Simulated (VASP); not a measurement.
# Ge3B2C3 (P6/mmm) in VASP: further runs

One crystal, Ge3B2C3, is run at these levels: PBE; tasks: relaxation of cell and atoms.

Program: VASP 6.6.1. These are calculated values, not measurements. Logs are shortened: lines on timing, memory, paths and dates and some standing lists are left out, and cuts for length are marked.

### 1 The crystal as given

The structure is hexagonal, space group P6/mmm (No. 191). The conventional cell has a = 5.259 Å, b = 5.259 Å, c = 5.649 Å, α = 90.00°, β = 90.00°, γ = 120.00°. Ge (site symmetry mmm) has 2 C at 1.52 Å as nearest neighbours. Around B (site symmetry -6m2) lie 2 C at 2.82 Å and 3 B at 3.04 Å and 6 Ge at 3.21 Å. C (site symmetry -6m2) has 3 Ge at 1.52 Å as nearest neighbours. Around C (site symmetry 6/mmm) lie 6 Ge at 2.63 Å.

The cell was built by a generator and needn't be a form met in nature.

### 2 Relaxation of cell and atoms, PBE

The input, INCAR:

```
SYSTEM = Ge3B2C3
  PREC = Normal
  ENCUT = 520
  EDIFF = 1E-4
  ISMEAR = 0
  SIGMA = 0.15
  LREAL = .FALSE.
  LASPH = .TRUE.
  NELM = 60
  ALGO = Fast
  ISIF = 3
  LWAVE = .FALSE.
  LCHARG = .FALSE.
  GGA = PE
  IBRION = 2
  NSW = 24
  EDIFFG = -0.08
```

The input, KPOINTS:

```
Automatic mesh
0
G
  4 4 3
  0 0 0
```

The input, POSCAR:

```
Ge3B2C3
1.0
    5.2590877700      0.0000000000      0.0000000000
   -2.6295438900      4.5545036100      0.0000000000
    0.0000000000      0.0000000000      5.6485784900
Ge B C
3 2 3
Direct
    0.5000000000      0.0000000000      0.5000000000
    0.0000000000      0.5000000000      0.5000000000
    0.5000000000      0.5000000000      0.5000000000
    0.3333333300      0.6666666700      0.0000000000
    0.6666666700      0.3333333300      0.0000000000
    0.3333333300      0.6666666700      0.5000000000
    0.6666666700      0.3333333300      0.5000000000
    0.0000000000      0.0000000000      0.5000000000
```

Potentials or basis: VASP PAW PBE potentials, release 64 (Ge_d, B, C).

On the command line:

```console
> cat potpaw_PBE.64/Ge_d/POTCAR potpaw_PBE.64/B/POTCAR potpaw_PBE.64/C/POTCAR > POTCAR
> mpirun -np 1 vasp_std > vasp.out
```

OUTCAR:

```text
SYSTEM = Ge3B2C3
   PREC = Normal
   ENCUT = 520
   EDIFF = 1E-4
   ISMEAR = 0
   LREAL = .FALSE.
   LASPH = .TRUE.
   NELM = 60
   ISIF = 3
   GGA = PE
   IBRION = 2
   NSW = 24
   EDIFFG = -0.08

 ion  position               nearest neighbor table
   1  0.500  0.000  0.500-   6 1.52   7 1.52   2 2.63   2 2.63   3 2.63   3 2.63
   2  0.000  0.500  0.500-   6 1.52   7 1.52   1 2.63   1 2.63   3 2.63   3 2.63
   3  0.500  0.500  0.500-   6 1.52   7 1.52   2 2.63   2 2.63   1 2.63   1 2.63
   4  0.333  0.667  0.000-
   5  0.667  0.333  0.000-
   6  0.333  0.667  0.500-   2 1.52   1 1.52   3 1.52
   7  0.667  0.333  0.500-   2 1.52   1 1.52   3 1.52
   8  0.000  0.000  0.500-

  LATTYP: Found a hexagonal cell.
 ALAT       =     5.2590877700
 C/A-ratio  =     1.0740605095

  Lattice vectors:

 A1 = (   5.2590877700,   0.0000000000,   0.0000000000)
 A2 = (  -2.6295438900,   4.5545036100,   0.0000000000)
 A3 = (   0.0000000000,   0.0000000000,   5.6485784900)

Analysis of symmetry for initial positions (statically):
=====================================================================
 Subroutine PRICEL returns:
 Original cell was already a primitive cell.

 Routine SETGRP: Setting up the symmetry group for a
 hexagonal supercell.

 Subroutine GETGRP returns: Found 24 space group operations
 (whereof 24 operations were pure point group operations)
 out of a pool of 24 trial point group operations.

The static configuration has the point symmetry D_6h.

Analysis of symmetry for dynamics (positions and initial velocities):
=====================================================================
 Subroutine PRICEL returns:
 Original cell was already a primitive cell.

 Routine SETGRP: Setting up the symmetry group for a
 hexagonal supercell.

 Subroutine GETGRP returns: Found 24 space group operations
 (whereof 24 operations were pure point group operations)
 out of a pool of 24 trial point group operations.

The dynamic configuration has the point symmetry D_6h.

 Subroutine INISYM returns: Found 24 space group operations
 (whereof 24 operations are pure point group operations),
 and found     1 'primitive' translations

----------------------------------------------------------------------------------------

                                     Primitive cell

  volume of cell :     135.2978

  direct lattice vectors                    reciprocal lattice vectors
     5.259087770  0.000000000  0.000000000     0.190147045  0.109781448  0.000000000
    -2.629543890  4.554503610  0.000000000     0.000000000  0.219562895  0.000000000
     0.000000000  0.000000000  5.648578490     0.000000000  0.000000000  0.177035692

  length of vectors
     5.259087770  5.259087773  5.648578490     0.219562896  0.219562895  0.177035692

  position of ions in fractional coordinates (direct lattice)
     0.500000000  0.000000000  0.500000000
     0.000000000  0.500000000  0.500000000
     0.500000000  0.500000000  0.500000000
     0.333333330  0.666666670  0.000000000
     0.666666670  0.333333330  0.000000000
     0.333333330  0.666666670  0.500000000
     0.666666670  0.333333330  0.500000000
     0.000000000  0.000000000  0.500000000

  ion indices of the primitive-cell ions
   primitive index   ion index
                 1           1
                 2           2
                 3           3
                 4           4
                 5           5
                 6           6
                 7           7
                 8           8

----------------------------------------------------------------------------------------

 KPOINTS: Automatic mesh

Automatic generation of k-mesh.
[... 28 lines left out ...]
  0.250000  0.000000  0.333333     12.000000
  0.500000  0.000000  0.333333      6.000000
  0.250000  0.250000  0.333333     12.000000
   k-points           NKPTS =      8   k-points in BZ     NKDIM =      8   number of bands    NBANDS=     36
   number of dos      NEDOS =    301   number of ions     NIONS =      8
   total plane-waves  NPLWV =  28800
   dimension x,y,z NGX =    30 NGY =   30 NGZ =   32
   dimension x,y,z NGXF=    60 NGYF=   60 NGZF=   64
   ions per type =               3   2   3
   NGX,Y,Z   is equivalent  to a cutoff of   9.48,  9.48,  9.42 a.u.
   NGXF,Y,Z  is equivalent  to a cutoff of  18.97, 18.97, 18.84 a.u.
 SYSTEM =  Ge3B2C3
   PREC   = normal    normal or accurate (medium, high low for compatibility)
   ISTART =      0    job   : 0-new  1-cont  2-samecut
   ICHARG =      2    charge: 1-file 2-atom 10-const
   ISPIN  =      1    spin polarized calculation?
   LNONCOLLINEAR =      F non collinear calculations
   LSORBIT =      F    spin-orbit coupling
   LASPH  =      T    aspherical Exc in radial PAW
   ENCUT  =  520.0 eV  38.22 Ry    6.18 a.u.   9.78  9.78 10.50*2*pi/ulx,y,z
   NELM   =     60;   NELMIN=  2; NELMDL= -5     # of ELM steps
   EDIFF  = 0.1E-03   stopping-criterion for ELM
   LREAL  =      F    real-space projection
   EDIFFG = -.8E-01   stopping-criterion for IOM
   NSW    =     24    number of steps for IOM
   IBRION =      2    ionic relax: 0-MD 1-quasi-New 2-CG
   NFREE  =      1    steps in history (QN), initial steepest desc. (CG)
   ISIF   =      3    stress and relaxation
   ISYM   =      2    0-nonsym 1-usesym 2-fastsym
   POTIM  = 0.5000    time-step for ionic-motion
   TEBEG  =    0.0;   TEEND  =   0.0 temperature during run
   PSTRESS=    0.0 pullay stress
   NELECT =      60.0000    total number of electrons
   NUPDOWN=      -1.0000    fix difference up-down
   EMIN   =  10.00;   EMAX   =-10.00  energy-range for DOS
   EFERMI =   0.00;   METHOD = LEGACY
   ISMEAR =     0;   SIGMA  =   0.15  broadening in eV -4-tet -1-fermi 0-gaus
   EFERMI_NEDOS =   21; number of points for ismear=-14 and -15
   IALGO  =     68    algorithm
   IMIX   =      4    mixing-type and parameters
     AMIX     =   0.40;   BMIX     =  1.00
     AMIX_MAG =   1.60;   BMIX_MAG =  1.00
  volume/ion in A,a.u.               =      16.91       114.13
  Fermi-wavevector in a.u.,A,eV,Ry     =   1.248423  2.359177 21.205490  1.558560
  Thomas-Fermi vector in A             =   2.382510
   LORBIT       =      0    0 simple, 1 ext, 2 COOP (PROOUT), +10 PAW based schemes
   GGA     = PE    functional components
   LHFCALC =     F    Hartree Fock is set to
   AEXX    =    0.0000 exact exchange contribution
   IVDW    =     0    specifies the selected vdW correction
   LEPSILON=     F    determine dielectric tensor
   LRPA    =     F    only Hartree local field effects (RPA)
 conjugate gradient relaxation of ions
 non-spin polarized calculation
 RMM-DIIS sequential band-by-band and
 Gauss-broadening in eV      SIGMA  =   0.15
  energy-cutoff  :      520.00
  volume of cell :      135.30
 maximum number of plane-waves:      3659
   NGX = 19   NGY = 19   NGZ = 21

--------------------------------------- Ionic step        1  -------------------------------------------

 number of electron      60.0000280 magnetization

 Free energy of the ion-electron system (eV)
  ---------------------------------------------------
  ext. energy  EPLUGINS =         0.00000000
  ---------------------------------------------------
  free energy    TOTEN  =       -20.47995862 eV

  energy without entropy =      -20.42741745  energy(sigma->0) =      -20.45368803

------------------------ aborting loop because EDIFF is reached ----------------------------------------

  FORCE on cell =-STRESS in cart. coord.  units (eV):
  Direction    XX          YY          ZZ          XY          YZ          ZX
  --------------------------------------------------------------------------------------
  -------------------------------------------------------------------------------------
  Total       66.5480566     66.5480566     -3.2224229     -0.0000001      0.0000000      0.0000000
  in kB      788.0528106    788.0528107    -38.1594822     -0.0000009      0.0000000      0.0000000
  external PRESSURE =     512.6487130 kB  Pullay stress =       0.0000000 kB
[... 29 lines left out ...]
--------------------------------------- Ionic step        2  -------------------------------------------

 number of electron      60.0000580 magnetization

------------------------ aborting loop EDIFF was not reached (unconverged)  ----------------------------

  FORCE on cell =-STRESS in cart. coord.  units (eV):
  Direction    XX          YY          ZZ          XY          YZ          ZX
  --------------------------------------------------------------------------------------
  -------------------------------------------------------------------------------------
  Total       -7.7041066     -7.7041066    -12.3860718      0.0000000     -0.0000000      0.0000000
  in kB      -47.3803366    -47.3803366    -76.1744712      0.0000001     -0.0000000      0.0000000
  external PRESSURE =     -56.9783814 kB  Pullay stress =       0.0000000 kB
[... 29 lines left out ...]
--------------------------------------- Ionic step        3  -------------------------------------------

 number of electron      59.9999575 magnetization

 E-fermi :  -0.1730     XC(G=0):  -7.0515

 val. band max:       -0.2630886363   @ k =   0.2500   0.2500   0.3333
 cond. band min:      -0.1596818848   @ k =   0.2500   0.0000   0.3333
 fundamental gap:      0.1034067516
 Fermi energy:        -0.1730027689

 k-point     1 :       0.0000    0.0000    0.0000
  band No.  band energies     occupation
      1     -25.1862      2.00000
      2     -25.1843      2.00000
      3     -25.1842      2.00000
      4     -25.1821      2.00000
      5     -25.1817      2.00000
      6     -25.1816      2.00000
[... 336 lines left out ...]
  FREE ENERGIE OF THE ION-ELECTRON SYSTEM (eV)
  ---------------------------------------------------
  free  energy   TOTEN  =       -26.6871778971 eV

  energy  without entropy=      -26.5965307153  energy(sigma->0) =      -26.64185431

[... ionic steps 4 to 12 ...]

--------------------------------------- Ionic step       13  -------------------------------------------

 number of electron      59.9999715 magnetization

------------------------ aborting loop because EDIFF is reached ----------------------------------------
[... 79 lines left out ...]
--------------------------------------- Ionic step       15  -------------------------------------------

 number of electron      59.9999817 magnetization

 Free energy of the ion-electron system (eV)
  ---------------------------------------------------
  ext. energy  EPLUGINS =         0.00000000
  ---------------------------------------------------
  free energy    TOTEN  =       -30.83417213 eV

  energy without entropy =      -30.78897213  energy(sigma->0) =      -30.81157213

 E-fermi :   2.1255     XC(G=0):  -8.7360

 val. band max:        2.0716141643   @ k =   0.2500   0.2500   0.3333
 cond. band min:       2.1646549657   @ k =   0.0000   0.0000   0.3333
 fundamental gap:      0.0930408014
 Fermi energy:         2.1255001303

 k-point     1 :       0.0000    0.0000    0.0000
  band No.  band energies     occupation
      1     -23.7709      2.00000
      2     -23.6324      2.00000
      3     -23.6323      2.00000
      4     -23.5923      2.00000
      5     -23.5901      2.00000
      6     -23.5901      2.00000
[... 336 lines left out ...]
  FREE ENERGIE OF THE ION-ELECTRON SYSTEM (eV)
  ---------------------------------------------------
  free  energy   TOTEN  =       -30.8341721314 eV

  energy  without entropy=      -30.7889721296  energy(sigma->0) =      -30.81157213

 reached required accuracy - stopping structural energy minimisation
```

Wall time 6.7 min (1 thread of Intel Xeon Platinum 8488C (Sapphire Rapids), shared host); peak memory 0.2 GiB.

Results:

| Item | Value |
| --- | --- |
| Free energy | -30.8342 eV |
| Relaxed volume | 20.03 Å³/atom |
| Relaxed cell | a = 6.287 Å, b = 6.287 Å, c = 4.682 Å, α = 90.00°, β = 90.00°, γ = 120.00° |
| Space group after relaxing (to 0.05 Å) | P6/mmm (No. 191) |
| Energy gained by relaxing | 1294.3 meV/atom |
| Ionic steps | 15 |
| Pressure after relaxing | 0.4 GPa |
| Band gap on the k mesh | none (metal or under the smearing width) |

Step by step:
```csv
step,energy change (eV),largest force (eV/Å),pressure (GPa),volume (Å³)
1,0.0000,0.0000,51.26,135.30
2,4.6509,0.0000,-5.70,260.52
3,-6.2072,0.0000,-6.88,246.29
4,-8.2669,0.0000,-6.97,226.74
5,-9.2882,0.0000,2.36,178.26
6,-9.4196,0.0000,-3.70,196.49
7,-9.5571,0.0000,-2.37,190.08
8,-9.5433,0.0000,-2.58,191.49
9,-9.7868,0.0000,-2.49,184.90
10,-10.3311,0.0000,-1.06,164.95
11,-10.3267,0.0000,-0.15,157.58
12,-10.3507,0.0000,-0.54,161.11
13,-10.3509,0.0000,-0.78,161.72
14,-10.3479,0.0000,1.44,158.80
15,-10.3542,0.0000,0.43,160.26
```

Final structure:
```xyz
8
Lattice="6.2872 0.0000 0.0000 -3.1436 5.4448 0.0000 0.0000 0.0000 4.6816" Properties=species:S:1:pos:R:3 pbc="T T T"
Ge    3.1436    0.0000    2.3408
Ge   -1.5718    2.7224    2.3408
Ge    1.5718    2.7224    2.3408
B     0.0000    3.6299    0.0000
B     3.1436    1.8149    0.0000
C     0.0000    3.6299    2.3408
C     3.1436    1.8149    2.3408
C     0.0000    0.0000    2.3408
```

Caveat: the k mesh is coarse (spacing up to 0.37 Å⁻¹), so the values aren't converged; the volume moved by over 15 % at a fixed basis, so the end points are rough; the relaxation stopped at a loose force limit of 0.08 eV/Å, so its end isn't a converged minimum.

### 3 Relaxation of cell and atoms, PBE

This run uses another cell than the first one, of 14.64 Å³/atom, 0.866 times its volume.

INCAR is that of step 2.

The input, KPOINTS:

```
Automatic mesh
0
G
  4 4 4
  0 0 0
```

The input, POSCAR:

```
Ge3B2C3
1.0
    4.8925295300      0.0000000000      0.0000000000
    0.0000000000      4.8925295300      0.0000000000
    0.0000000000      0.0000000000      4.8925295300
Ge B C
3 2 3
Direct
    0.5000000000      0.0000000000      0.0000000000
    0.0000000000      0.5000000000      0.0000000000
    0.0000000000      0.0000000000      0.5000000000
    0.5000000000      0.5000000000      0.5000000000
    0.0000000000      0.0000000000      0.0000000000
    0.0000000000      0.5000000000      0.5000000000
    0.5000000000      0.0000000000      0.5000000000
    0.5000000000      0.5000000000      0.0000000000
```

Potentials or basis: VASP PAW PBE potentials, release 64 (Ge_d, B, C).

On the command line:

```console
> cat potpaw_PBE.64/Ge_d/POTCAR potpaw_PBE.64/B/POTCAR potpaw_PBE.64/C/POTCAR > POTCAR
> mpirun -np 1 vasp_std > vasp.out
```

It took 38 s on 1 thread of Intel Xeon Platinum 8488C (Sapphire Rapids), shared host; peak memory 0.18 GiB.

It converged, with:

```yaml
Free_energy: -42.4041 eV
Relaxed_volume: 9.84 Å³/atom
Relaxed_cell: a = 4.286 Å, b = 4.286 Å, c = 4.286 Å, α = 90.00°, β = 90.00°, γ = 90.00°
Space_group_after_relaxing_to_0.05_Å: Pm-3m (No. 221)
Energy_gained_by_relaxing: 571.4 meV/atom
Ionic_steps: 3
Pressure_after_relaxing: 0.2 GPa
Band_gap_on_the_k_mesh: none (metal or under the smearing width)
```

The path:
| step | energy change (eV) | largest force (eV/Å) | pressure (GPa) | volume (Å³) |
| --- | --- | --- | --- | --- |
| 1 | 0.0000 | 0.0000 | -25.35 | 117.11 |
| 2 | -4.5038 | 0.0000 | -6.73 | 82.08 |
| 3 | -4.5712 | 0.0000 | 0.23 | 78.73 |

Final structure:
```
CELL_PARAMETERS angstrom
4.28597 0.00000 0.00000
0.00000 4.28597 0.00000
0.00000 0.00000 4.28597
ATOMIC_POSITIONS crystal
Ge 0.50000 0.00000 0.00000
Ge 0.00000 0.50000 0.00000
Ge 0.00000 0.00000 0.50000
B 0.50000 0.50000 0.50000
B 0.00000 0.00000 0.00000
C 0.00000 0.50000 0.50000
C 0.50000 0.00000 0.50000
C 0.50000 0.50000 0.00000
```

Levels at points of the mesh, in eV from the Fermi level:
```tsv
k point	band 27	band 28	band 29	band 30	band 31	band 32	band 33	band 34
(0.00, 0.00, 0.00)	-2.93	-2.93	-2.67	-2.67	-0.85	0.46	0.46	0.46
(0.50, 0.00, 0.00)	-1.91	-1.91	-1.58	-1.52	-1.52	1.36	1.73	3.73
(0.50, 0.50, 0.00)	-4.08	-0.39	0.27	0.40	0.40	3.50	3.62	3.64
(0.50, 0.50, 0.50)	0.73	0.73	1.53	1.58	1.59	3.36	3.36	3.36
```

Caveat: the volume moved by over 15 % at a fixed basis, so the end points are rough; the relaxation stopped at a loose force limit of 0.08 eV/Å, so its end isn't a converged minimum.
